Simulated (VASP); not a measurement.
Computed with PBE GGA with D3 dispersion (Becke-Johnson damping), VASP's PBE PAW potentials (set 64) (plane waves; VASP 6.6.1).

VASP input:

KPOINTS:
```
Automatic mesh
0
Gamma
6 6 6
0 0 0
```

### INCAR
```
# general
SYSTEM = KMgF3
PREC   = Accurate
ENCUT  = 520
LREAL  = .FALSE.
LASPH  = .TRUE.

# electronic loop
EDIFF  = 1E-7   # SCF stop (eV)
NELM   = 100   # most electronic steps
ALGO   = Normal   # blocked Davidson

# smearing
ISMEAR = 0   # Gaussian
SIGMA  = 0.05   # width (eV)

# functional
GGA    = PE   # PBE
IVDW   = 12   # D3, Becke-Johnson

# ions
ISIF   = 2   # forces and stress, cell fixed

# output
LWAVE  = .FALSE.
LCHARG = .FALSE.
```

**POSCAR**
```
KMgF3
1
    4.0452788408     0.0000000000     0.0000000000
    0.0000000000     4.0452788408     0.0000000000
    0.0000000000     0.0000000000     4.0452788408
K Mg F
1 1 3
Direct
  0.0000000000   0.0000000000   0.0000000000
  0.5000000000   0.5000000000   0.5000000000
  0.5000000000   0.0000000000   0.5000000000
  0.0000000000   0.5000000000   0.5000000000
  0.5000000000   0.5000000000   0.0000000000
```

POTCAR, in this order: K_sv Mg F (PBE.64 set). Program: vasp_std.

Output of the run:

File OUTCAR:
```
 ion  position               nearest neighbor table
   1  0.000  0.000  0.000-   2 3.50   2 3.50   2 3.50   2 3.50   2 3.50   2 3.50   2 3.50   2 3.50
  LATTYP: Found a simple cubic cell.
 ALAT       =     4.0452788408
 Subroutine PRICEL returns:
 Original cell was already a primitive cell.
 Subroutine GETGRP returns: Found 48 space group operations
The static configuration has the point symmetry O_h .
The dynamic configuration has the point symmetry O_h .
 Subroutine INISYM returns: Found 48 space group operations
 Subroutine IBZKPT returns following result:
 Found     20 irreducible k-points:

 Following reciprocal coordinates:
            Coordinates               Weight
  0.000000  0.000000  0.000000      1.000000
  0.166667  0.000000  0.000000      6.000000
  0.333333  0.000000  0.000000      6.000000
  0.500000  0.000000  0.000000      3.000000
  0.166667  0.166667  0.000000     12.000000
  0.333333  0.166667  0.000000     24.000000
  0.500000  0.166667  0.000000     12.000000
  0.333333  0.333333  0.000000     12.000000
  0.500000  0.333333  0.000000     12.000000
  0.500000  0.500000  0.000000      3.000000
  0.166667  0.166667  0.166667      8.000000
  0.333333  0.166667  0.166667     24.000000
  0.500000  0.166667  0.166667     12.000000
  0.333333  0.333333  0.166667     24.000000
  0.500000  0.333333  0.166667     24.000000
  0.500000  0.500000  0.166667      6.000000
  0.333333  0.333333  0.333333      8.000000
  0.500000  0.333333  0.333333     12.000000
  0.500000  0.500000  0.333333      6.000000
  0.500000  0.500000  0.500000      1.000000
   k-points           NKPTS =     20   k-points in BZ     NKDIM =     20   number of bands    NBANDS=     20
   number of dos      NEDOS =    301   number of ions     NIONS =      5
   total plane-waves  NPLWV =  27000
   dimension x,y,z NGX =    30 NGY =   30 NGZ =   30
   dimension x,y,z NGXF=    60 NGYF=   60 NGZF=   60
   ions per type =               1   1   3
   PREC   = accura    normal or accurate (medium, high low for compatibility)
   ISTART =      0    job   : 0-new  1-cont  2-samecut
   ICHARG =      2    charge: 1-file 2-atom 10-const
   ISPIN  =      1    spin polarized calculation?
   LNONCOLLINEAR =      F non collinear calculations
   LSORBIT =      F    spin-orbit coupling
   INIWAV =      1    electr: 0-lowe 1-rand  2-diag
   ENCUT  =  520.0 eV  38.22 Ry    6.18 a.u.   7.52  7.52  7.52*2*pi/ulx,y,z
   NELM   =    100;   NELMIN=  2; NELMDL= -5     # of ELM steps
   EDIFF  = 0.1E-06   stopping-criterion for ELM
   LREAL  =      F    real-space projection
   NLSPLINE    = F    spline interpolate recip. space projectors
   LMAXMIX     =    2 max onsite mixed and CHGCAR
   VOSKOWN=      0    Vosko Wilk Nusair interpolation
   EDIFFG = 0.1E-05   stopping-criterion for IOM
   NSW    =      0    number of steps for IOM
   NBLOCK =      1;   KBLOCK =      1    inner block; outer block
   IBRION =     -1    ionic relax: 0-MD 1-quasi-New 2-CG
   NFREE  =      0    steps in history (QN), initial steepest desc. (CG)
   ISIF   =      2    stress and relaxation
   ISYM   =      2    0-nonsym 1-usesym 2-fastsym
   TEIN   =    0.0    initial temperature
   TEBEG  =    0.0;   TEEND  =   0.0 temperature during run
   SMASS  =  -3.00    Nose mass-parameter (am)
   PSTRESS=    0.0 pullay stress
   NELECT =      32.0000    total number of electrons
   EFERMI =   0.00;   METHOD = LEGACY
   ISMEAR =     0;   SIGMA  =   0.05  broadening in eV -4-tet -1-fermi 0-gaus
   IALGO  =     38    algorithm
   LDIAG  =      T    sub-space diagonalisation (order eigenvalues)
   IMIX   =      4    mixing-type and parameters
     AMIX     =   0.40;   BMIX     =  1.00
     AMIX_MAG =   1.60;   BMIX_MAG =  1.00
     AMIN     =   0.10
...
```

File OSZICAR:
```
       N       E                     dE             d eps       ncg     rms          rms(c)
DAV:   1     0.241293801196E+03    0.24129E+03   -0.17541E+04   800   0.155E+03
DAV:   2    -0.150855072359E+02   -0.25638E+03   -0.24855E+03  1072   0.379E+02
DAV:   3    -0.263117673942E+02   -0.11226E+02   -0.11199E+02   956   0.783E+01
DAV:   4    -0.266686761846E+02   -0.35691E+00   -0.35642E+00  1408   0.118E+01
DAV:   5    -0.266698881965E+02   -0.12120E-02   -0.12119E-02   924   0.704E-01    0.896E+00
DAV:   6    -0.244596109072E+02    0.22103E+01   -0.96510E+00   896   0.225E+01    0.366E+00
DAV:   7    -0.244495062307E+02    0.10105E-01   -0.23658E-01  1056   0.333E+00    0.232E+00
DAV:   8    -0.244491547652E+02    0.35147E-03   -0.72715E-02   936   0.294E+00    0.278E-01
DAV:   9    -0.244490927662E+02    0.61999E-04   -0.13031E-02  1004   0.830E-01    0.120E-01
DAV:  10    -0.244494409327E+02   -0.34817E-03   -0.11785E-03  1068   0.278E-01    0.615E-02
DAV:  11    -0.244494760290E+02   -0.35096E-04   -0.15963E-04   960   0.994E-02    0.273E-02
DAV:  12    -0.244494566566E+02    0.19372E-04   -0.99485E-05   928   0.687E-02    0.191E-03
DAV:  13    -0.244494570141E+02   -0.35754E-06   -0.19292E-06  1008   0.111E-02    0.893E-04
DAV:  14    -0.244494569030E+02    0.11113E-06   -0.20015E-07   712   0.340E-03    0.343E-04
DAV:  15    -0.244494569254E+02   -0.22375E-07   -0.15574E-08   616   0.115E-03
   1 F= -.25245193E+02 E0= -.25245193E+02  d E =-.293970E-19
```

**OUTCAR**
```
------------------------ aborting loop because EDIFF is reached ----------------------------------------
 Edisp (eV)   -0.79574
  FORCE on cell =-STRESS in cart. coord.  units (eV):
  Direction    XX          YY          ZZ          XY          YZ          ZX
  --------------------------------------------------------------------------------------
  Total      -0.76615    -0.76615    -0.76615     0.00000     0.00000    -0.00000
  in kB     -18.54292   -18.54292   -18.54292     0.00000     0.00000    -0.00000
  external pressure =      -18.54 kB  Pullay stress =        0.00 kB
  volume of cell :       66.20
      direct lattice vectors                 reciprocal lattice vectors
     4.045278841  0.000000000  0.000000000     0.247201748  0.000000000  0.000000000
     0.000000000  4.045278841  0.000000000     0.000000000  0.247201748  0.000000000
     0.000000000  0.000000000  4.045278841     0.000000000  0.000000000  0.247201748
 POSITION                                       TOTAL-FORCE (eV/Angst)
 -----------------------------------------------------------------------------------
      0.00000      0.00000      0.00000         0.000000      0.000000      0.000000
      2.02264      2.02264      2.02264         0.000000      0.000000      0.000000
      2.02264      0.00000      2.02264         0.000000      0.000000      0.000000
      0.00000      2.02264      2.02264         0.000000      0.000000      0.000000
      2.02264      2.02264      0.00000         0.000000      0.000000      0.000000
 -----------------------------------------------------------------------------------
    total drift:                                0.000000      0.000000     -0.000000
  FREE ENERGIE OF THE ION-ELECTRON SYSTEM (eV)
  ---------------------------------------------------
  free  energy   TOTEN  =       -25.2451928965 eV

  energy  without entropy=      -25.2451928965  energy(sigma->0) =      -25.24519290
```
(Selected blocks of OUTCAR.)

The compound is KMgF3 in the cubic perovskite structure. This cell is one point of a volume scan, at 1.03 of the reference volume.
